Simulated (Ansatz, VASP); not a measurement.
# Cross-check of Cu2W (Cu2W in the AlB2 type) between VASP and Ansatz, part 2 of 2

Aim: how closely do two programs agree when they are given the same cell, functional and k mesh? The cell is generated by rule, not measured, and may not be a known phase. The cell is taken from a series of runs on this material, whose earlier steps may have relaxed, scaled, displaced or heated it; both programs get it as it stands.

VASP 6.6.1 and Ansatz 0.2.0.

So far: Starting point; Ansatz: relaxation of cell and atoms, PBE, pair 1; VASP: relaxation of cell and atoms, PBE, pair 1; Comparison.

## 5. VASP: relaxation of cell and atoms, PBE, pair 2

Level of this step: PBE; plane waves and PAW (W, Cu); invented cell (VASP).

The relaxed volume is the usual yardstick between codes: in a stiff, nearly cubic crystal its relative difference is about their pressure difference at one cell divided by the bulk modulus.

Input file INCAR:

```
SYSTEM = Cu2W
PREC = Accurate
ENCUT = 600
EDIFF = 1E-07
NELM = 120
ISMEAR = 0
SIGMA = 0.1
LREAL = .FALSE.
ALGO = Normal
GGA = PE
NBANDS = 20
LASPH = .TRUE.
LORBIT = 11
LWAVE = .FALSE.
LCHARG = .FALSE.
ISIF = 3
IBRION = 2
NSW = 80
EDIFFG = -0.005
GGA_COMPAT = .FALSE.
NELMIN = 4
KPAR = 2
```

Input file POSCAR:

```
Cu2W
1.0
    4.2369800000      0.0000000000      0.0000000000
   -2.1184900000      3.6693320000      0.0000000000
    0.0000000000      0.0000000000      2.5482800000
W Cu
1 2
Direct
    0.0000000000      0.0000000000      0.0000000000
    0.3333334242      0.6666668484      0.5000000000
    0.6666667121      0.3333334242      0.5000000000
```

Input file KPOINTS:

```
Automatic mesh
0
Gamma
9 9 12
0 0 0
```

PAW data sets: W and Cu (PBE family, release 64).

On the command line:

```console
$ mpirun -np 2 vasp_std
```

Numbers of over 12 decimals in the logs are rounded to 6 here.

The program printed:

```text
[... set-up lines as in an earlier step ...]
 entering main loop
       N       E                     dE             d eps       ncg     rms          rms(c)
DAV:   1     0.187866552037E+03    0.18787E+03   -0.14141E+04  3512   0.234E+03
DAV:   2    -0.697980568961E+01   -0.19485E+03   -0.18682E+03  3380   0.363E+02
DAV:   3    -0.224978751474E+02   -0.15518E+02   -0.14492E+02  4236   0.123E+02
DAV:   4    -0.231182775674E+02   -0.62040E+00   -0.61119E+00  4660   0.247E+01
[...]
DAV:  14    -0.193325376687E+02    0.96740E-05   -0.23785E-05  5160   0.127E-01    0.202E-03
DAV:  15    -0.193325374986E+02    0.17009E-06   -0.16330E-06  4924   0.110E-02    0.135E-03
DAV:  16    -0.193325375107E+02   -0.12094E-07   -0.17384E-08  2096   0.244E-03
   1 F= -.19332538E+02 E0= -.19326056E+02  d E =-.193325E+02
[...]
2 F= -.19334186E+02 E0= -.19327612E+02  d E =-.164876E-02
[...]
3 F= -.19334426E+02 E0= -.19327858E+02  d E =-.188875E-02
[...]
4 F= -.19334553E+02 E0= -.19328083E+02  d E =-.127087E-03
[...]
5 F= -.19334733E+02 E0= -.19328217E+02  d E =-.306766E-03
[...]
reached required accuracy - stopping structural energy minimisation
```

From OUTCAR (step 5):

```text
  Total        0.0018537      0.0018537      0.0033863      0.0000000      0.0000000      0.0000000
  in kB        0.0749286      0.0749286      0.1368770      0.0000000      0.0000000      0.0000000
  external PRESSURE =       0.0955780 kB  Pullay stress =       0.0000000 kB

 POSITION                                       TOTAL-FORCE (eV/Angst)
 -----------------------------------------------------------------------------------
     -0.00000      0.00000      0.00000        -0.000000      0.000000     -0.000000
     -0.00000      2.43856      1.28281         0.000000     -0.000000      0.000000
      2.11185      1.21928      1.28281        -0.000000      0.000000     -0.000000
 -----------------------------------------------------------------------------------
    total drift:                                0.000000     -0.000176     -0.000000

  FREE ENERGIE OF THE ION-ELECTRON SYSTEM (eV)
  ---------------------------------------------------
  free  energy   TOTEN  =       -19.3347330255 eV

  energy  without entropy=      -19.3217006795  energy(sigma->0) =      -19.32821685

[... 2 parts as in an earlier step ...]

[... 2 further parts left out ...]
[key lines of the parts left out:]
E-fermi :   8.0024
```

## 6. Ansatz: relaxation of cell and atoms, PBE, pair 2

The same cell, functional, mesh and smearing now go to Ansatz, which takes its cutoff from its data sets.

The cell is taken from a series of runs on this material, whose earlier steps may have relaxed, scaled, displaced or heated it; both programs get it as it stands.

Input file input.yaml:

```yaml
crystal:
  lattice:
    - [4.236980212, 0.0, 0.0]
    - [-2.118490106, 3.669332499, 0.0]
    - [0.0, 0.0, 2.5482795163]
  atoms:
    - { symbol: W, position: [0.0, 0.0, 0.0] }
    - { symbol: Cu, position: [0.3333333333, 0.6666666667, 0.5] }
    - { symbol: Cu, position: [0.6666666667, 0.3333333333, 0.5] }
kpoints:
  mp_grid: { grid: [9, 9, 12] }
hamiltonian:
  xc: pbe
  pseudopotentials: { kind: paw, azcp: { folder: soft_1 } }
scf:
  occupations: { method: gaussian, width: 0.1 }
output:
  forces: true
  stress: true
  eigenvalues: true
relax:
  adjacent_minimum: "off"
  f_tol: 0.005
  max_steps: 80
  cell: { stress_tol: 0.05 }
```

On the command line:

```console
$ ansatz run input.yaml --threads 4 --pin off --max-ram 12288MiB --backend cpu --events-out ev --progress --plain --runs-dir out
```

The program printed:

```text
[...]
Crystal: 3 atoms, lattice volume = 39.618 Å³
Basis set: ecut = 420 eV, 759 PW (Γ), exchange–correlation on 60×60×36 points (8 copies of the dense FFT grid, shifted against one another)
Bands: 32, of which v1, the nominal top of the filled ones, is band 26 counted from 1 (25 counted from 0)
Symmetry: 24 space group operations
[...]
k-points: 84 of 972
[...]
--- Relaxed structure (4 steps of the walk, 4 accepted, 1 SCFs on fresh bases) ---
[...]
cell:  # Å, volume = 39.7505 Å³
    - [4.215600, 0, 0]
    - [-2.107800, 3.650817, 0]
    - [0, 0, 2.582812]
  atoms:
    - { symbol: W, position: [0, 0, 0] }
    - { symbol: Cu, position: [0.333333, 0.666667, 0.500000] }
    - { symbol: Cu, position: [0.666667, 0.333333, 0.500000] }
[key lines of the parts left out:]
SCF converged after 6 iterations
Free energy (F): -23635.195463 eV
Fermi energy:    19.048476 eV
P = ⅓ Tr σ = 0.0013 GPa (0.013 kbar)
```

## 7. Comparison

What differs besides the data sets and the points named for the pairs above, as far as they apply: the data sets hold 52 valence electrons in Ansatz (on its PAW soft_1 files) and 28 in VASP. Total energies have different zeros and are not compared.

Both answers:

```
                                         quantity  Ansatz   VASP  difference
                                      volume (Å³)   39.75  39.64     +0.28 %
edge a after relaxation, in the typed setting (Å)   4.216  4.224     -0.19 %
edge c after relaxation, in the typed setting (Å)   2.583  2.566     +0.67 %
```

## 8. VASP: zone-centre phonons, PBE

Second derivatives magnify differences that forces hide, and they need a tight electronic threshold.

Input file INCAR:

```
SYSTEM = Cu2W
PREC = Accurate
ENCUT = 600
EDIFF = 1E-08
NELM = 120
ISMEAR = 1
SIGMA = 0.2
LREAL = .FALSE.
ALGO = Normal
GGA = PE
NBANDS = 20
LASPH = .TRUE.
LORBIT = 11
LWAVE = .FALSE.
LCHARG = .FALSE.
ISIF = 2
IBRION = 8
GGA_COMPAT = .FALSE.
KPAR = 2
```

Input file POSCAR:

```
Cu2W
1.0
    4.2149584840      0.0000000000      0.0000000000
   -2.1074792420      3.6502611230      0.0000000000
    0.0000000000      0.0000000000      2.5830558304
W Cu
1 2
Direct
    0.0000000000      0.0000000000      0.0000000000
    0.3333333333      0.6666666667      0.5000000000
    0.6666666667      0.3333333333      0.5000000000
```

Input file KPOINTS:

```
Automatic mesh
0
Gamma
4 4 6
0 0 0
```

On the command line:

```console
$ mpirun -np 2 vasp_std
```

The program printed:

```text
[... set-up lines as in an earlier step ...]
 entering main loop
       N       E                     dE             d eps       ncg     rms          rms(c)
DAV:   1     0.197224072900E+03    0.19722E+03   -0.14425E+04   648   0.240E+03
DAV:   2    -0.574196212461E+01   -0.20297E+03   -0.19430E+03   648   0.372E+02
DAV:   3    -0.224539179674E+02   -0.16712E+02   -0.15772E+02   816   0.129E+02
DAV:   4    -0.230498774452E+02   -0.59596E+00   -0.58941E+00   876   0.247E+01
[...]
DAV:  18    -0.193584623281E+02    0.81040E-07   -0.22338E-07   988   0.105E-02    0.410E-04
DAV:  19    -0.193584623163E+02    0.11831E-07   -0.10778E-08   452   0.126E-03    0.670E-04
DAV:  20    -0.193584623258E+02   -0.94356E-08   -0.38497E-09   368   0.897E-04
   1 F= -.19358462E+02 E0= -.19357481E+02  d E =-.294506E-02
 Linear response reoptimize wavefunctions to high precision
DAV:   1    -0.193584623300E+02   -0.42101E-08   -0.22550E-09   408   0.120E-03
DAV:   2    -0.193584623301E+02   -0.11823E-09   -0.73646E-10   372   0.271E-04
[...]
RMM:  13    -0.242921154992E+00    0.39695E-07    0.19393E-08  2368   0.998E-05    0.121E-05
RMM:  14    -0.242921125138E+00    0.29854E-07    0.18660E-08  2707   0.808E-05    0.263E-06
RMM:  15    -0.242921134143E+00   -0.90051E-08    0.16098E-08  2663   0.575E-05    0.116E-06
 first order change of Fermi-energy   0.48430E-05
 force on displaced ion       2 direction 1 :  -9.217  -0.002   0.000
 Linear response progress:
  Degree of freedom:   4/  4
       N       E                     dE             d eps       ncg     rms          rms(c)
RMM:   1    -0.233007087294E+00   -0.23301E+00   -0.11341E-01  1092   0.402E+00
RMM:   2    -0.233062499261E+00   -0.55412E-04   -0.68866E-03   893   0.131E+00    0.143E-01
RMM:   3    -0.232817106835E+00    0.24539E-03   -0.14132E-03  1067   0.337E-01    0.918E-02
RMM:   4    -0.232685803799E+00    0.13130E-03   -0.63097E-04  1064   0.199E-01    0.195E-02
[...]
RMM:  13    -0.232630543011E+00    0.20817E-06   -0.13341E-08  1126   0.869E-05    0.527E-06
RMM:  14    -0.232630554995E+00   -0.11985E-07   -0.41939E-09  1191   0.544E-05    0.142E-06
RMM:  15    -0.232630555420E+00   -0.42406E-09   -0.52859E-09  1108   0.446E-05    0.344E-07
 first order change of Fermi-energy   0.69551E-03
 force on displaced ion       2 direction 3 :   0.000  -0.000  -1.347
 Linear response finished
```

OUTCAR, selected parts (step 8):

```text
  Total        0.5253274      0.5253274     -1.9424022     -0.0000000     -0.0000000      0.0000000
  in kB       21.1782256     21.1782256    -78.3066629     -0.0000000     -0.0000000      0.0000000
  external PRESSURE =     -11.9834039 kB  Pullay stress =       0.0000000 kB

 POSITION                                       TOTAL-FORCE (eV/Angst)
 -----------------------------------------------------------------------------------
      0.00000      0.00000      0.00000         0.000000      0.000000     -0.000000
     -0.00000      2.43351      1.29153        -0.000000     -0.000000      0.000000
      2.10748      1.21675      1.29153         0.000000      0.000000     -0.000000
 -----------------------------------------------------------------------------------
    total drift:                                0.000000      0.000000     -0.000000

[... 2 further parts left out ...]
```

The k-mesh is coarse for a metal.

## 9. Ansatz: zone-centre phonons, PBE

The same cell, functional, mesh and smearing now go to Ansatz, which takes its cutoff from its data sets.

The cell is taken from a series of runs on this material, whose earlier steps may have relaxed, scaled, displaced or heated it; both programs get it as it stands.

Input file input.yaml:

```yaml
crystal:
  lattice:
    - [4.214958484, 0.0, 0.0]
    - [-2.107479242, 3.650261123, 0.0]
    - [0.0, 0.0, 2.5830558304]
  atoms:
    - { symbol: W, position: [0.0, 0.0, 0.0] }
    - { symbol: Cu, position: [0.3333333333, 0.6666666667, 0.5] }
    - { symbol: Cu, position: [0.6666666667, 0.3333333333, 0.5] }
kpoints:
  mp_grid: { grid: [4, 4, 6] }
hamiltonian:
  xc: pbe
  pseudopotentials: { kind: paw, azcp: { folder: soft_1 } }
scf:
  occupations: { method: methfessel_paxton, width: 0.2 }
output:
  eigenvalues: true
phonons:
  method: dfpt
  qmesh: [2, 2, 2]
  temperatures: { t_max: 1000, t_step: 50 }
  qpath:
    path:
      - [[0.0, 0.0, 0.0], [0.5, 0.0, 0.0], [0.33333333, 0.33333333, 0.0], [0.0, 0.0, 0.0], [0.0, 0.0, 0.5], [0.5, 0.0, 0.5], [0.33333333, 0.33333333, 0.5], [0.0, 0.0, 0.5]]
      - [[0.5, 0.0, 0.5], [0.5, 0.0, 0.0]]
      - [[0.33333333, 0.33333333, 0.5], [0.33333333, 0.33333333, 0.0]]
    npoints: 10
```

On the command line:

```console
$ ansatz run input.yaml --threads 4 --pin off --max-ram 12288MiB --backend cpu --events-out ev --progress --plain --runs-dir out
```

The program printed:

```text
[...]
largest difference from the sums on the solved wave vectors: F 8.81e-2 eV, S 1.28e-4 and C_V 4.00e-5 eV/K
  zero-point energy: 0.089810 eV/cell   skipped modes (ω ≤ 0): 30, of them read as no rigid motion or as one in doubt: 27 (3.639e-2 modes/cell left out, lowest -76.45 cm⁻¹)   left out of the sums: 4.09e-3 of the cell's modes: C_V's classical limit lies that fraction below 3 k_B per atom; for a crystal, a wire or a layer, F and S can be off by more, and a phonons.interpolated_qmesh denser along its periods is the remedy for the sampling
[key lines of the parts left out:]
SCF converged after 11 iterations
Free energy (F): -23635.220771 eV
Fermi energy:    19.102597 eV
```

## 10. Side by side

What differs besides the data sets and the points named for the pairs above, as far as they apply: VASP's run holds the zone centre alone; the data sets hold 52 valence electrons in Ansatz (on its PAW soft_1 files) and 28 in VASP. Total energies have different zeros and are not compared.

Compared:

```
                                              quantity  Ansatz   VASP  difference
optical mode 1 (imaginary, printed as negative) (cm⁻¹)   -76.5   61.1      -137.5
                                 optical mode 2 (cm⁻¹)   120.7  119.0     +1.43 %
                            optical mode 3 to 4 (cm⁻¹)   173.3  172.5     +0.48 %
                            optical mode 5 to 6 (cm⁻¹)   246.8  247.5     -0.31 %
```

Modes are paired by rising frequency, not by their patterns, so a pair may set unlike modes beside each other; they are those without the splitting of longitudinal modes.

## 11. What the set-up changes

Further runs change the set-up of one program: Ansatz's method, potentials or start, or VASP's data sets, cutoff or form of LDA. The table gives Ansatz less VASP for each quantity, since a change that brings one quantity closer may part another.

```
                                                             run  optical mode 1 (imaginary, printed as negative) (cm⁻¹)  optical mode 2 (%)  optical mode 3 to 4 (%)  optical mode 5 to 6 (%)
                                                        as above                                                    -138                 1.4                     0.48                    -0.31
VASP with the data sets W_sv and Cu_sv_GW and a cutoff of 700 eV                                                     -58                 2.1                     0.86                     0.91
```

## 12. Outcome

```yaml
difference_in_edge_c_after_relaxation_in_the_typed_setting_relaxation_of_cell_and_atoms_pbe_pair_1: 0.66 %
difference_in_edge_c_after_relaxation_in_the_typed_setting_relaxation_of_cell_and_atoms_pbe_pair_2: 0.67 %
r_m_s_difference_of_the_optical_zone_centre_modes_each_program_s_sorted_by_frequency_zone_centre_phonons_pbe: 56 cm⁻¹
difference_in_optical_mode_2_zone_centre_phonons_pbe: +1.4 %
```

**Reading.** The difference in edge c after relaxation, in the typed setting is 0.67 % (relaxation of cell and atoms, PBE, pair 2), within the 1.2 % picked in this series as the mark of a large difference, as far as the stopping tolerances let one tell. The data sets hold unlike numbers of valence electrons (52 in Ansatz and 28 in VASP), so part of the differences comes from the potentials. Among the rows given in per cent, the largest difference of the zone-centre phonons, PBE pair is in optical mode 2, +1.4 %. Zone-centre phonons, PBE, VASP with the data sets W_sv and Cu_sv_GW and a cutoff of 700 eV: the difference in optical mode 1 (imaginary, printed as negative) goes from -138 to -58 cm⁻¹; the difference in optical mode 2 goes from 1.4 to 2.1 %; the difference in optical mode 3 to 4 goes from 0.48 to 0.86 %; the difference in optical mode 5 to 6 goes from -0.31 to 0.91 %. 1 further run of this series is not shown here. How closely two codes agree says nothing of how well the functional describes the real material.

[Lines on the potential files, build, host, timing and source positions are cut from VASP's logs without a mark.]

[Logs are printed without paths, hosts, clocks, repeated set-up lines and the standing remarks that a program may print on its own settings, such as how far it seeks lower states.]

[Hosts, paths, dates, database ids (printed as entryN), source tags and the programs' standing remarks are cut or masked in the printed files.]
